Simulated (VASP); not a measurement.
Input:

```cif
data_AlRu
_chemical_formula_sum 'Al1 Ru1'
_space_group_name_H-M_alt 'P 1'
_space_group_IT_number 1
_cell_length_a 3.00135
_cell_length_b 3.00135
_cell_length_c 3.00135
_cell_angle_alpha 90.000
_cell_angle_beta 90.000
_cell_angle_gamma 90.000
loop_
_space_group_symop_operation_xyz
  'x, y, z'
loop_
_atom_site_label
_atom_site_type_symbol
_atom_site_fract_x
_atom_site_fract_y
_atom_site_fract_z
_atom_site_occupancy
Al1 Al 0.50000 0.50000 0.50000 1
Ru1 Ru 0.00000 0.00000 0.00000 1
```

These are PBE GGA, VASP's PBE PAW potentials (set 64) (plane waves; VASP) values and carry that method's errors. Numerical set-up: 480 eV cut-off, 12×12×12 Γ-centred mesh, first-order Methfessel-Paxton smearing of 0.10 eV, potentials Al Ru_pv.

Each relaxation starts from this cell; other phases were not tried.

Question: The cell is relaxed at 5 GPa. What happens?

Answer: The volume per atom goes from 13.52 to 13.23 Å³ (-2.1 %), and the cell becomes a = 2.9801 Å, b = 2.9801 Å, c = 2.9801 Å, α = 90.00°, β = 90.00°, γ = 90.00°, space group Pm-3m.

Question: The cell is relaxed at 30 GPa. What happens?

Answer: The volume per atom goes from 13.52 to 12.08 Å³ (-10.6 %), and the cell becomes a = b = c = 2.8908 Å, α = β = γ = 90.00°, space group Pm-3m.

Failed runs are left out, and for metals the shear rows, which the mesh's noise covers.

The compound is RuAl in the CsCl type structure. The electron count is odd and the run is not spin-polarised, which forces a metal.
